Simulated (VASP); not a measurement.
```
CELL_PARAMETERS angstrom
      4.66878     0.00000     0.00000
      0.00000     4.66878     0.00000
      0.00000     0.00000     4.66878
ATOMIC_POSITIONS crystal
  Cs 0.00000 0.00000 0.00000
  I  0.50000 0.50000 0.50000
```

Method: PBE GGA, VASP's PBE PAW potentials (set 64) (plane waves; VASP). Run with 400 eV cut-off, 5×5×5 Γ-centred mesh, Gaussian smearing of 0.050 eV, potentials Cs_sv I.

Question: Predict the energy per atom (σ→0).

Answer: 
- energy per atom (σ→0) = -2.721 eV/atom

Total energies compare only between runs with the same potentials, cut-off and functional.

The compound is CsI in the CsCl type structure. It was relaxed first, which changed the volume by +7 %. The start is the result of an earlier pass.
